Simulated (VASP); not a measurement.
A VASP calculation is set up with these files.

**POSCAR**
```
CsI
1
    4.5263694282     0.0000000000     0.0000000000
    0.0000000000     4.5263694282     0.0000000000
    0.0000000000     0.0000000000     4.5263694282
Cs I
1 1
Direct
  0.0000000000   0.0000000000   0.0000000000
  0.5000000000   0.5000000000   0.5000000000
```

File KPOINTS:
```
Automatic
0
G
 4 4 4
```

### INCAR
```
# general
SYSTEM  =CsI
PREC    =Accurate
ENCUT   =520
LREAL   =.FALSE.
LASPH   =.TRUE.
ISYM    =3

# electronic loop
EDIFF   =1E-6
NELM    =60
ALGO    =Normal
LMAXMIX =4

# smearing
ISMEAR  =0
SIGMA   =0.05

# functional
GGA     =PE
LHFCALC =.TRUE.
AEXX    =0.25
HFRCUT  =-1
PRECFOCK=Fast

# ions
ISIF    =2

# output
LWAVE   =.FALSE.
LCHARG  =.FALSE.
```

POTCAR, in this order: Cs_sv I (PBE.64 set). Program: vasp_std. Read from the step before: WAVECAR.

### Question
Translate this PBE0 calculation to Ansatz.

### Answer
One equivalent input (not run):
Ansatz 0.2 input:
```yaml
crystal:
  lattice:
    - [4.5263694, 0.0000000, 0.0000000]
    - [0.0000000, 4.5263694, 0.0000000]
    - [0.0000000, 0.0000000, 4.5263694]
  atoms:
    - { symbol: Cs, position: [0.0000000, 0.0000000, 0.0000000] }
    - { symbol: I, position: [0.5000000, 0.5000000, 0.5000000] }
kpoints:
  mp_grid: { grid: [4, 4, 4] }
hamiltonian:
  xc: pbe0
  pseudopotentials: { kind: paw }
scf:
  occupations: { method: gaussian, width: 0.05 }
  max_iter: 60
output: { forces: true, stress: true, eigenvalues: true }
```
What does not carry over: each code has its own PAW files, so the cut-off isn't converted (ENCUT is set for VASP's; basis.ecutwfc is left out, and Ansatz then takes the one that its files recommend); Ansatz stops its SCF on the density residual and VASP on the energy change (EDIFF).

The compound is CsI in the CsCl type structure. This cell is one point of a volume scan, at 0.91 of the reference volume.
